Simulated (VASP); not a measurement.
A cell of Ni$_{3}$Si (L1_2) near equilibrium:

```
CELL_PARAMETERS angstrom
      3.46350     0.00000     0.00000
      0.00000     3.46350     0.00000
      0.00000     0.00000     3.46350
ATOMIC_POSITIONS crystal
  Si 0.00000 0.00000 0.00000
  Ni 0.00000 0.50000 0.50000
  Ni 0.50000 0.00000 0.50000
  Ni 0.50000 0.50000 0.00000
```

Level of theory: r2SCAN meta-GGA, VASP's PBE PAW potentials (set 64) (plane waves; VASP).

| run | ΔE (meV/atom) | σxx | σyy | σzz | largest shear component, with its sign (GPa) | largest force (eV/Å) |
|---|---|---|---|---|---|---|
| as it is | 0.0 | 0.52 | 0.52 | 0.52 | 0.00 | 0.000 |
| after one change | 1.2 | 3.31 | 3.31 | 2.42 | 0.00 | 0.000 |
Stress is in GPa, positive when the cell is compressed.

Problem. Which change was made?
(A) biaxial strain of -0.5 % in the xy plane
(B) atom 3 (Ni) moved by -0.075 Å along z
(C) atom 3 (Ni) moved by -0.050 Å along y
(D) biaxial strain of -2.0 % in the yz plane

Solution. A, biaxial strain of -0.5 % in the xy plane

The compound is Ni3Si in the L1_2 structure. The run is not spin-polarised, so no magnetic state was tried.
